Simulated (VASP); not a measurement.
The system is Mg2CdO3.

```
Mg Cd O
1.0
     4.83396    0.00000    0.00000
    -2.41698    4.18633    0.00000
     0.00000    0.00000    4.87207
Mg Cd O
2 1 3
Direct
  0.33333 0.66667 0.00000
  0.66667 0.33333 0.00000
  0.00000 0.00000 0.00000
  0.33333 0.66667 0.50000
  0.66667 0.33333 0.50000
  0.00000 0.00000 0.50000
```

The cell was built by a generator and needn't be a form met in nature.

| Quantity | Value |
| --- | --- |
| Program | VASP 6.6.1 |
| Task | relaxation of cell and atoms |
| Functional | PBE |
| Potentials or basis | VASP PAW PBE potentials, release 64 (Mg, Cd, O) |
| Cutoff | 520 eV |
| k mesh | 4 × 4 × 3 |
| Occupations | gaussian, width 0.15 eV |
| Spin | no spin polarisation |

At the start: pressure -3.9 GPa; volume 16.43 Å³/atom.

Q: How do energy, volume and symmetry change on relaxing?

A: Over 13 steps the energy falls by 1323.5 meV/atom and the volume is 19.05 Å³/atom (+15.9 %); space group P6/mmm (No. 191, to 0.05 Å).

Step by step:
```csv
step,energy change (eV),largest force (eV/Å),pressure (GPa),volume (Å³)
1,0.0000,0.0000,-3.93,98.59
2,-4.9498,0.0000,-0.87,91.41
3,478.7209,0.0000,1738.77,50.62
4,-2.1739,0.0000,5.24,90.98
5,-4.1784,0.0000,7.60,89.20
6,27.7231,0.0000,227.20,73.19
7,-4.6053,0.0000,9.64,88.47
8,-6.5360,0.0000,19.73,85.79
9,-6.6021,0.0000,15.28,86.61
10,-7.5761,0.0000,11.14,104.00
11,-7.5773,0.0000,11.23,103.61
12,-7.5040,0.0000,-9.24,127.34
13,-7.9412,0.0000,0.22,114.27
```

Final structure:
```
CELL_PARAMETERS angstrom
5.96052 0.00000 0.00000
-2.98026 5.16196 0.00000
0.00000 0.00000 3.71399
ATOMIC_POSITIONS crystal
Mg 0.33333 0.66667 0.00000
Mg 0.66667 0.33333 0.00000
Cd 0.00000 0.00000 0.00000
O 0.33333 0.66667 0.50000
O 0.66667 0.33333 0.50000
O 0.00000 0.00000 0.50000
```

Caveat: the k mesh is coarse (spacing up to 0.43 Å⁻¹), so the values aren't converged; the volume moved by over 15 % at a fixed basis, so the end points are rough.
